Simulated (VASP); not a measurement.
VASP ran on this input.

### POSCAR
```
WSi2
1
   -1.5376036773     1.5376036773     3.7809095641
    1.5376036773    -1.5376036773     3.7809095641
    1.5376036773     1.5376036773    -3.7809095641
Si W
2 1
Direct
  0.6668434425   0.6668434425   0.0000000000
  0.3331565575   0.3331565575   0.0000000000
  0.0000000000   0.0000000000   0.0000000000
```

File KPOINTS:
```
Automatic mesh
0
Gamma
14 14 14
0 0 0
```

**INCAR**
```
SYSTEM = WSi2
PREC = Accurate
ENCUT = 500
EDIFF = 1E-6
NELM = 100
ALGO = Normal
LREAL = .FALSE.
LASPH = .TRUE.
ISMEAR = 1
SIGMA = 0.1
LMAXMIX = 6
LWAVE = .FALSE.
LCHARG = .FALSE.
IBRION = 2
ISIF = 3
NSW = 40
EDIFFG = -0.02
PSTRESS = 450
```

POTCAR, in this order: Si W_sv (LDA.64 set). Program: vasp_std.

Translate this LDA calculation to Quantum ESPRESSO's pw.x.

One equivalent input (not run):
```
&CONTROL
  calculation = 'vc-relax'
  pseudo_dir = './pseudo'
  outdir = './out'
  tprnfor = .true.
  tstress = .true.
  nstep = 40
  forc_conv_thr = 0.00078
/
&SYSTEM
  ibrav = 0
  nat = 3
  ntyp = 2
  ecutwfc = 70
  occupations = 'smearing'
  smearing = 'methfessel-paxton'
  degauss = 0.00735
  input_dft = 'pz'
/
&ELECTRONS
  conv_thr = 7.3e-08
  electron_maxstep = 100
/
&IONS
/
&CELL
  press = 450
/
ATOMIC_SPECIES
  Si 28.085 Si.upf
  W 183.840 W.upf
CELL_PARAMETERS angstrom
    -1.5376037    1.5376037    3.7809096
     1.5376037   -1.5376037    3.7809096
     1.5376037    1.5376037   -3.7809096
ATOMIC_POSITIONS crystal
  Si   0.6668434  0.6668434  0.0000000
  Si   0.3331566  0.3331566  0.0000000
  W    0.0000000  0.0000000  0.0000000
K_POINTS automatic
  14 14 14 0 0 0
```
What does not carry over: the potentials are each code's own (VASP's PAW set, PseudoDojo norm-conserving files in pw.x), so ENCUT and ecutwfc are chosen apart and not converted; conv_thr bounds pw.x's estimated SCF error, while EDIFF bounds the energy change between steps; forc_conv_thr acts on force components and is met together with etot_conv_thr.

The compound is WSi2 in the MoSi2 type structure. This run relaxes it under an external pressure of 45 GPa. Symmetry was kept, so distortions that lower it aren't found.
